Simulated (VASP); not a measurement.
Energy against volume of CdTe (zinc blende). Method: PBE0 hybrid, VASP's PBE PAW potentials (set 64) (plane waves; VASP). Run with 520 eV cut-off, 6×6×6 Γ-centred mesh, Gaussian smearing of 0.050 eV, potentials Cd Te.

| V (Å³/atom) | E (eV/atom) |
|---|---|
| 34.164 | -3.28028 |
| 35.254 | -3.28460 |
| 36.345 | -3.28040 |
| 37.435 | -3.26904 |

Q: Fit these four points and predict the energy of the run at 33.074 Å³/atom.

A: A cubic in V^(−2/3), the third-order Birch-Murnaghan form, passes through the four points with V0 = 35.23 Å³/atom and B0 = 40 GPa, and gives -3.2658 eV/atom there. The run gave -3.2658 eV/atom, -0.0 meV/atom from the fit; all five points give B0 = 40 GPa.

The compound is CdTe in the zinc blende structure. It was relaxed first. The cell's shape comes from a PBE relaxation.
